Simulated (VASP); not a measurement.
Given:

```
SrTe
1.0
    0.00000     3.39694     3.27833
    3.38823     0.00000     3.27833
    3.38823     3.39694     0.00000
Sr Te
1 1
Cartesian
  0.00000   0.00000   0.00000
  3.41519   3.39694   3.27833
```

All values below come from PBE GGA, VASP's PBE PAW potentials (set 64) (plane waves; VASP). Settings: 800 eV cut-off, 6×6×6 Γ-centred mesh, Gaussian smearing of 0.050 eV, potentials Sr_sv Te.

Estimate the energy per atom (σ→0), largest force.

| Quantity | Result |
|---|---|
| energy per atom (σ→0) | -398.2 kJ/mol of atoms |
| largest force | 0.054 eV/Å |

The compound is SrTe in the rock salt structure. The cell was not relaxed at this level, atoms are displaced from their ideal sites. The run is one of a series of settings (ENCUT = 800 against the base run), some of them coarse on purpose.
